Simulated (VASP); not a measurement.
Given:

```
CELL_PARAMETERS angstrom
      4.58900    -2.40368     0.00031
      4.58900     2.40368     0.00031
      3.32969     0.00000     3.96859
ATOMIC_POSITIONS crystal
  Al 0.85215 0.85215 0.85215
  Al 0.35215 0.35215 0.35215
  Al 0.14785 0.14785 0.14785
  Al 0.64785 0.64785 0.64785
  O  0.44382 0.05618 0.75000
  O  0.05618 0.75000 0.44382
  O  0.55618 0.94382 0.25000
  O  0.25000 0.55618 0.94382
  O  0.94382 0.25000 0.55618
  O  0.75000 0.44382 0.05618
```

The numbers are results of PBE GGA, VASP's PBE PAW potentials (set 64) (plane waves; VASP 6.6.1), not measurements. Numerical set-up: 520 eV cut-off, 6×6×6 Γ-centred mesh, tetrahedra with Blöchl corrections, potentials Al O.

Question: Tabulate the total density of states (states/eV per cell) against energy (eV; zero at the valence-band maximum or, without a gap, the Fermi level).

Answer: 
```
E (eV) | DOS (states/eV)
    -9.97 |  0.00
    -9.61 |  0.00
    -9.37 |  0.00
    -9.01 |  0.00
    -8.65 |  0.00
    -8.29 |  0.00
    -8.05 |  0.00
    -7.69 |  0.00
    -7.33 |  0.00
    -6.97 |  0.00
    -6.73 |  0.02
    -6.37 | ##### 1.36
    -6.01 | #################### 5.69
    -5.77 | ################# 4.63
    -5.41 | ############## 3.78
    -5.05 | ########## 2.91
    -4.69 | ############### 4.23
    -4.45 | ###### 1.65
    -4.09 | ######################### 7.02
    -3.73 | ############## 4.00
    -3.37 | ############### 4.26
    -3.13 | ############### 4.15
    -2.77 | ################ 4.34
    -2.41 | ##################### 5.77
    -2.17 | ####################### 6.48
    -1.81 | ###################### 6.24
    -1.45 | ########################## 7.21
    -1.09 | ######################## 6.60
    -0.85 | ########################### 7.57
    -0.49 | ############################## 8.40
    -0.13 | ################# 4.81
     0.23 |  0.00
     0.47 |  0.00
     0.83 |  0.00
     1.19 |  0.00
     1.55 |  0.00
     1.79 |  0.00
     2.15 |  0.00
     2.51 |  0.00
     2.75 |  0.00
     3.11 |  0.00
     3.47 |  0.00
     3.83 |  0.00
     4.07 |  0.00
     4.43 |  0.00
     4.79 |  0.00
     5.15 |  0.00
     5.39 |  0.00
     5.75 |  0.00
     6.11 |  0.03
     6.35 |  0.10
     6.71 | # 0.18
     7.07 | # 0.26
     7.43 | # 0.35
     7.67 | ## 0.44
     8.03 | ## 0.59
     8.39 | ### 0.84
     8.75 | ##### 1.44
     8.99 | ###### 1.71
     9.35 | ############## 4.00
```
Within 2 eV below the valence-band maximum the largest weight inside VASP's projection spheres is O p.

The compound is Al2O3 in the corundum structure. It was relaxed first.
